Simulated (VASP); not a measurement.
Energy against volume of Na (bcc). Computed with PBE GGA with D3 dispersion (Becke-Johnson damping), VASP's PBE PAW potentials (set 64) (plane waves; VASP 6.6.1).

```
V (Å³/atom)  E (eV/atom)
-----------  -----------
31.754          -1.46592
32.768          -1.46922
33.781          -1.47051
34.795          -1.47006
35.808          -1.46812
```

Q: Fit a third-order Birch-Murnaghan equation of state.

A: 
```
Quantity                                         Value
---------------------------------------  -------------
volume per atom                          34.00 Å³/atom
bulk modulus                                   8.9 GPa
pressure derivative of the bulk modulus           4.00
lattice constant a                             4.082 Å
```

Measured: bulk modulus 7.9 GPa at 0 K (computed value off by +12.5 %), as given by Daniel Mejia-Rodriguez et al., Physical Review B (2018), arXiv:1807.09216 [0 K value with the zero-point phonon effect removed]; a 4.214 Å at 0 K (computed value off by -3.1 %), as given by Daniel Mejia-Rodriguez et al., Physical Review B (2018), arXiv:1807.09216 [static lattice: zero-point anharmonic expansion removed].

The compound is Na in the bcc structure. It was relaxed first, which changed the volume by -12 %.
